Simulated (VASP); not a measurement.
All values below come from PBE GGA, VASP's PBE PAW potentials (set 64) (plane waves; VASP).

The input files of a VASP run:

POSCAR:
```
AlCo
1
    2.8562820000     0.0000000000     0.0000000000
    0.0000000000     2.8562820000     0.0000000000
    0.0000000000     0.0000000000    22.0100000000
Al Co
4 4
Direct
  0.5000000000   0.5000000000   0.2726030000
  0.5000000000   0.5000000000   0.4025440000
  0.5000000000   0.5000000000   0.5324850000
  0.5000000000   0.5000000000   0.6624260000
  0.0000000000   0.0000000000   0.3375740000
  0.0000000000   0.0000000000   0.4675150000
  0.0000000000   0.0000000000   0.5974560000
  0.0000000000   0.0000000000   0.7273970000
```

### INCAR
```
! general
SYSTEM   =  AlCo
PREC     =  Accurate
ENCUT    =  300
LREAL    =  .FALSE.
LASPH    =  .TRUE.

! electronic loop
EDIFF    =  1E-6
NELM     =  100
ALGO     =  Normal
LMAXMIX  =  4

! smearing
ISMEAR   =  0
SIGMA    =  0.2

! functional
GGA      =  PE

! ions
ISIF     =  2

! output
LWAVE    =  .FALSE.
LCHARG   =  .FALSE.

! other
LDIPOL   =  .TRUE.
IDIPOL   =  3
DIPOL    =  0.5 0.5 0.5
```

### KPOINTS
```
Regular mesh
0
Gamma
  15 15 1
0 0 0
```

POTCAR, in this order: Al Co (PBE.64 set). Program: vasp_std.

The run wrote:

**OSZICAR**
```
       N       E                     dE             d eps       ncg     rms          rms(c)
DAV:   1     0.243928174296E+03    0.24393E+03   -0.14739E+04  2152   0.104E+03
DAV:   2    -0.346728013559E+02   -0.27860E+03   -0.26997E+03  2133   0.309E+02
DAV:   3    -0.519990079393E+02   -0.17326E+02   -0.16263E+02  2455   0.972E+01
DAV:   4    -0.526837214802E+02   -0.68471E+00   -0.67742E+00  2556   0.185E+01
DAV:   5    -0.527159759228E+02   -0.32254E-01   -0.32236E-01  3157   0.334E+00    0.258E+01
DAV:   6    -0.228539993573E+03   -0.17582E+03   -0.15795E+03  4144   0.351E+02    0.199E+02
DAV:   7    -0.976387755361E+02    0.13090E+03   -0.65565E+02  3236   0.116E+02    0.647E+01
DAV:   8    -0.105930797406E+03   -0.82920E+01   -0.35822E+02  3411   0.220E+02    0.638E+01
DAV:   9    -0.436511466619E+02    0.62280E+02   -0.22187E+02  3243   0.956E+01    0.163E+01
DAV:  10    -0.503475410412E+02   -0.66964E+01   -0.61320E+01  3157   0.795E+01    0.219E+01
DAV:  11    -0.460483995044E+02    0.42991E+01   -0.17949E+01  2984   0.550E+01    0.582E+00
DAV:  12    -0.462828660366E+02   -0.23447E+00   -0.12051E+01  3205   0.261E+01    0.169E+01
DAV:  13    -0.456021573423E+02    0.68071E+00   -0.12261E+01  3219   0.288E+01    0.933E+00
DAV:  14    -0.452819284820E+02    0.32023E+00   -0.11178E+00  3101   0.140E+01    0.648E+00
DAV:  15    -0.454717413566E+02   -0.18981E+00   -0.41428E-01  2936   0.890E+00    0.846E+00
DAV:  16    -0.451876012352E+02    0.28414E+00   -0.18723E-01  3104   0.696E+00    0.624E+00
DAV:  17    -0.449549859944E+02    0.23262E+00   -0.44148E-01  3575   0.741E+00    0.286E+00
DAV:  18    -0.449383626803E+02    0.16623E-01   -0.22521E-02  2949   0.136E+00    0.222E+00
DAV:  19    -0.449281985102E+02    0.10164E-01   -0.93530E-03  2841   0.979E-01    0.168E+00
DAV:  20    -0.449202298470E+02    0.79687E-02   -0.75021E-02  3550   0.277E+00    0.919E-01
DAV:  21    -0.449210144535E+02   -0.78461E-03   -0.30294E-03  2158   0.442E-01    0.960E-01
DAV:  22    -0.449193738322E+02    0.16406E-02   -0.37552E-04  3263   0.182E-01    0.791E-01
DAV:  23    -0.449174704817E+02    0.19034E-02   -0.10422E-03  3511   0.344E-01    0.496E-01
DAV:  24    -0.449164120283E+02    0.10585E-02   -0.62981E-03  3384   0.716E-01    0.263E-01
DAV:  25    -0.449164002492E+02    0.11779E-04   -0.33986E-04  2188   0.169E-01    0.204E-01
DAV:  26    -0.449163348859E+02    0.65363E-04   -0.59776E-05  2986   0.607E-02    0.173E-01
DAV:  27    -0.449162926146E+02    0.42271E-04   -0.24268E-04  2959   0.160E-01    0.130E-01
DAV:  28    -0.449163034664E+02   -0.10852E-04   -0.14505E-04  3005   0.129E-01    0.122E-01
DAV:  29    -0.449162545005E+02    0.48966E-04   -0.90493E-05  2871   0.965E-02    0.106E-01
DAV:  30    -0.449162312137E+02    0.23287E-04   -0.50865E-05  2653   0.566E-02    0.101E-01
DAV:  31    -0.449162222814E+02    0.89323E-05   -0.81461E-06  2343   0.329E-02    0.896E-02
DAV:  32    -0.449162215894E+02    0.69194E-06   -0.16090E-06  1304   0.137E-02
   1 F= -.44916222E+02 E0= -.44837338E+02  d E =-.157767E+00
```

### OUTCAR
```
------------------------ aborting loop because EDIFF is reached ----------------------------------------
  FORCE on cell =-STRESS in cart. coord.  units (eV):
  Direction    XX          YY          ZZ          XY          YZ          ZX
  --------------------------------------------------------------------------------------
  Total       -3.3563512     -3.3563512     -0.5193260      0.0000000      0.0000000      0.0000000
  in kB      -29.9471686    -29.9471686     -4.6337058      0.0000000      0.0000000      0.0000000
  external PRESSURE =     -21.5093476 kB  Pullay stress =       0.0000000 kB
  volume of cell :      179.57
      direct lattice vectors                 reciprocal lattice vectors
     2.856282000  0.000000000  0.000000000     0.350105487  0.000000000  0.000000000
     0.000000000  2.856282000  0.000000000     0.000000000  0.350105487  0.000000000
     0.000000000  0.000000000 22.010000000     0.000000000  0.000000000  0.045433894
 POSITION                                       TOTAL-FORCE (eV/Angst)
 -----------------------------------------------------------------------------------
      1.42814      1.42814      5.99999         0.000000      0.000000      0.311662
      1.42814      1.42814      8.85999         0.000000      0.000000      0.163364
      1.42814      1.42814     11.71999        -0.000000      0.000000      0.096809
      1.42814      1.42814     14.58000         0.000000      0.000000      0.800874
      0.00000      0.00000      7.43000         0.000000      0.000000     -0.580681
      0.00000      0.00000     10.29001         0.000000      0.000000      0.070237
      0.00000      0.00000     13.15001         0.000000     -0.000000     -0.196846
      0.00000      0.00000     16.01001         0.000000      0.000000     -0.665420
 -----------------------------------------------------------------------------------
    total drift:                                0.000000     -0.000000      0.011619
  FREE ENERGIE OF THE ION-ELECTRON SYSTEM (eV)
  ---------------------------------------------------
  free  energy   TOTEN  =       -44.9162215894 eV

  energy  without entropy=      -44.7584541833  energy(sigma->0) =      -44.83733789
```
(Selected blocks of OUTCAR.)

At this cut-off the stress carries a Pulay error, which pulls relaxed volumes low. The cell holds a wide vacuum, so values per volume refer to the whole cell.

The cell is a sheet with vacuum, built from a generated structure. The run is not spin-polarised, so no magnetic state was tried.
